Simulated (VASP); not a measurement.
Calculation: PBE GGA, VASP's PBE PAW potentials (set 64) (plane waves; VASP).

A VASP calculation is set up with these files.

### INCAR
```
! general
SYSTEM   = Se
PREC     = Accurate
ENCUT    = 400
LREAL    = .FALSE.
LASPH    = .TRUE.
KSPACING = 0.3
KGAMMA   = .FALSE.

! electronic loop
EDIFF    = 1E-6
NELM     = 100
ALGO     = Normal
LMAXMIX  = 4

! smearing
ISMEAR   = 0
SIGMA    = 0.05

! functional
GGA      = PE

! ions
ISIF     = 2

! output
LWAVE    = .FALSE.
LCHARG   = .FALSE.
```

**POSCAR**
```
Se
1
    2.2316450000    -3.8457880000     0.0000000000
    2.2316450000     3.8457880000     0.0000000000
    0.0000000000     0.0000000000     5.0809300000
Se
3
Direct
  0.0000000000   0.2250000000   0.6666670000
  0.7750000000   0.7750000000   0.0000000000
  0.2459850000   0.0209850000   0.3333330000
```

POTCAR, in this order: Se (PBE.64 set). Program: vasp_std.

What VASP printed:

OSZICAR:
```
       N       E                     dE             d eps       ncg     rms          rms(c)
DAV:   1     0.777864515644E+02    0.77786E+02   -0.62406E+03  2340   0.923E+02
DAV:   2    -0.511267646603E+01   -0.82899E+02   -0.79682E+02  3155   0.163E+02
DAV:   3    -0.105103904081E+02   -0.53977E+01   -0.53681E+01  2670   0.487E+01
DAV:   4    -0.105620945856E+02   -0.51704E-01   -0.51647E-01  2810   0.564E+00
DAV:   5    -0.105625730855E+02   -0.47850E-03   -0.47848E-03  2850   0.527E-01    0.615E+00
DAV:   6    -0.105017330042E+02    0.60840E-01   -0.39885E-02  2565   0.146E+00    0.379E+00
DAV:   7    -0.104813460364E+02    0.20387E-01   -0.77893E-02  2515   0.203E+00    0.191E-01
DAV:   8    -0.104807986032E+02    0.54743E-03   -0.96207E-03  2435   0.688E-01    0.954E-02
DAV:   9    -0.104809286734E+02   -0.13007E-03   -0.28976E-04  3035   0.130E-01    0.316E-02
DAV:  10    -0.104809682181E+02   -0.39545E-04   -0.49062E-05  2515   0.543E-02    0.687E-03
DAV:  11    -0.104809711844E+02   -0.29664E-05   -0.58457E-06  2735   0.166E-02    0.421E-03
DAV:  12    -0.104809715531E+02   -0.36871E-06   -0.15054E-06  1775   0.911E-03
   1 F= -.10480972E+02 E0= -.10480972E+02  d E =-.831736E-16
```

File OUTCAR:
```
------------------------ aborting loop because EDIFF is reached ----------------------------------------
  FORCE on cell =-STRESS in cart. coord.  units (eV):
  Direction    XX          YY          ZZ          XY          YZ          ZX
  --------------------------------------------------------------------------------------
  Total       -0.8613310     -0.4904653     -0.8601674      0.2572263      0.1523825     -0.2291456
  in kB      -15.8232971     -9.0102163    -15.8019219      4.7254408      2.7993810     -4.2095772
  external PRESSURE =     -13.5451451 kB  Pullay stress =       0.0000000 kB
  volume of cell :       87.21
      direct lattice vectors                 reciprocal lattice vectors
     2.231645000 -3.845788000  0.000000000     0.224049972 -0.130012367  0.000000000
     2.231645000  3.845788000  0.000000000     0.224049972  0.130012367  0.000000000
     0.000000000  0.000000000  5.080930000     0.000000000  0.000000000  0.196814363
 POSITION                                       TOTAL-FORCE (eV/Angst)
 -----------------------------------------------------------------------------------
      0.50212      0.86530      3.38729        -0.035888     -0.189607      0.008365
      3.45905      0.00000      0.00000         0.475578     -0.078693      0.077696
      0.59578     -0.86530      1.69364        -0.439690      0.268300     -0.086060
 -----------------------------------------------------------------------------------
    total drift:                                0.000037     -0.000054      0.000051
  FREE ENERGIE OF THE ION-ELECTRON SYSTEM (eV)
  ---------------------------------------------------
  free  energy   TOTEN  =       -10.4809715531 eV

  energy  without entropy=      -10.4809715531  energy(sigma->0) =      -10.48097155
```
(Selected blocks of OUTCAR.)

The compound is Se in the trig structure. The cell was not relaxed at this level, atoms are displaced from their ideal sites. The run is one of a series of settings (KGAMMA = .FALSE., KSPACING = 0.3, KPOINTS file removed against the base run), some of them coarse on purpose.
